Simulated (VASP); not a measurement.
Data:

```xyz
2
Lattice="0.0000 2.0274 2.0274 2.0274 0.0000 2.0274 2.0274 2.0274 0.0000" Properties=species:S:1:pos:R:3 pbc="T T T"
Li     0.0000     0.0000     0.0000
H      2.0274     2.0274     2.0274
```

These are revPBE GGA, VASP's PBE PAW potentials (set 64) (plane waves; VASP 6.6.1) values and carry that method's errors. Numerical set-up: 520 eV cut-off, 12×12×12 Γ-centred mesh, tetrahedra with Blöchl corrections, potentials Li_sv H.

Problem. Predict the energy per atom (σ→0), band gap (on the k-mesh) with the smallest direct gap where there is one.

Solution. 
| Quantity | Result |
|---|---|
| band gap (on the k-mesh) | 3.14 eV |
| smallest direct gap (on the k-mesh) | 3.14 eV |
| energy per atom (σ→0) | -3.004 eV/atom |

The absolute energy has meaning only against runs of the same code, potentials and settings.

The compound is LiH in the rock salt structure. It was relaxed first.
